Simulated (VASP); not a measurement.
All values below come from AM05 GGA, VASP's PBE PAW potentials (set 64) (plane waves; VASP).

VASP input:

KPOINTS:
```
kpoints
0
Gamma
  15 15 15
```

**POSCAR**
```
HfC
1
    0.0000000000     2.2999152132     2.2999152132
    2.2999152132     0.0000000000     2.2999152132
    2.2999152132     2.2999152132     0.0000000000
Hf C
1 1
Direct
  0.0000000000   0.0000000000   0.0000000000
  0.5000000000   0.5000000000   0.5000000000
```

### INCAR
```
# general
SYSTEM  = HfC
PREC    = Accurate
ENCUT   = 520
LREAL   = .False.
LASPH   = .True.

# electronic loop
EDIFF   = 1E-7
NELM    = 100
ALGO    = Normal
LMAXMIX = 6

# smearing
ISMEAR  = -5

# functional
GGA     = AM

# ions
ISIF    = 2

# output
LWAVE   = .False.
LCHARG  = .True.
LORBIT  = 11
NEDOS   = 601
```

POTCAR, in this order: Hf_pv C (PBE.64 set). Program: vasp_std.

Output

File OSZICAR:
```
       N       E                     dE             d eps       ncg     rms          rms(c)
DAV:   1     0.234323615620E+02    0.23432E+02   -0.78434E+03  2648   0.122E+03
DAV:   2    -0.227641788121E+02   -0.46197E+02   -0.44290E+02  3355   0.219E+02
DAV:   3    -0.244894787255E+02   -0.17253E+01   -0.17016E+01  3373   0.322E+01
DAV:   4    -0.245045181555E+02   -0.15039E-01   -0.15113E-01  3104   0.321E+00
DAV:   5    -0.245046885143E+02   -0.17036E-03   -0.17307E-03  3464   0.287E-01    0.621E+01
DAV:   6    -0.218174559997E+02    0.26872E+01   -0.16922E+01  2915   0.214E+01    0.430E+01
DAV:   7    -0.217492030595E+02    0.68253E-01   -0.54650E-01  3053   0.576E+00    0.234E+01
DAV:   8    -0.217382667226E+02    0.10936E-01   -0.40955E-02  2909   0.201E+00    0.424E+00
DAV:   9    -0.217345538879E+02    0.37128E-02   -0.18485E-02  2993   0.844E-01    0.180E+00
DAV:  10    -0.217342942605E+02    0.25963E-03   -0.10542E-03  3111   0.269E-01    0.150E-01
DAV:  11    -0.217342926653E+02    0.15952E-05   -0.72652E-05  3179   0.727E-02    0.493E-02
DAV:  12    -0.217342913653E+02    0.13000E-05   -0.39485E-06  3099   0.178E-02    0.357E-02
DAV:  13    -0.217342912368E+02    0.12848E-06   -0.18783E-07  2468   0.456E-03    0.875E-04
DAV:  14    -0.217342912384E+02   -0.16266E-08   -0.46554E-09  1467   0.640E-04
   1 F= -.21734291E+02 E0= -.21734291E+02  d E =0.000000E+00
```

OUTCAR:
```
------------------------ aborting loop because EDIFF is reached ----------------------------------------
  FORCE on cell =-STRESS in cart. coord.  units (eV):
  Direction    XX          YY          ZZ          XY          YZ          ZX
  --------------------------------------------------------------------------------------
  Total       -0.0253260     -0.0253260     -0.0253260     -0.0000000     -0.0000000      0.0000000
  in kB       -1.6676776     -1.6676776     -1.6676776     -0.0000000     -0.0000000      0.0000000
  external PRESSURE =      -1.6676776 kB  Pullay stress =       0.0000000 kB
  volume of cell :       24.33
      direct lattice vectors                 reciprocal lattice vectors
     0.000000000  2.299915213  2.299915213    -0.217399319  0.217399319  0.217399319
     2.299915213  0.000000000  2.299915213     0.217399319 -0.217399319  0.217399319
     2.299915213  2.299915213  0.000000000     0.217399319  0.217399319 -0.217399319
 POSITION                                       TOTAL-FORCE (eV/Angst)
 -----------------------------------------------------------------------------------
      0.00000      0.00000      0.00000         0.000000     -0.000000     -0.000000
      2.29992      2.29992      2.29992        -0.000000      0.000000      0.000000
 -----------------------------------------------------------------------------------
    total drift:                                0.000000     -0.000000     -0.000000
  FREE ENERGIE OF THE ION-ELECTRON SYSTEM (eV)
  ---------------------------------------------------
  free  energy   TOTEN  =       -21.7342912384 eV

  energy  without entropy=      -21.7342912384  energy(sigma->0) =      -21.73429124

 total charge

# of ion       s       p       d       tot
------------------------------------------
    1        0.320   6.662   1.733   8.716
    2        0.871   1.515   0.000   2.386
--------------------------------------------------
tot          1.191   8.177   1.733  11.102
```
(Selected blocks of OUTCAR.)

For a metal the tetrahedron method with Blöchl corrections gives inexact stress and forces.

The compound is HfC in the rock salt structure. It was relaxed first.
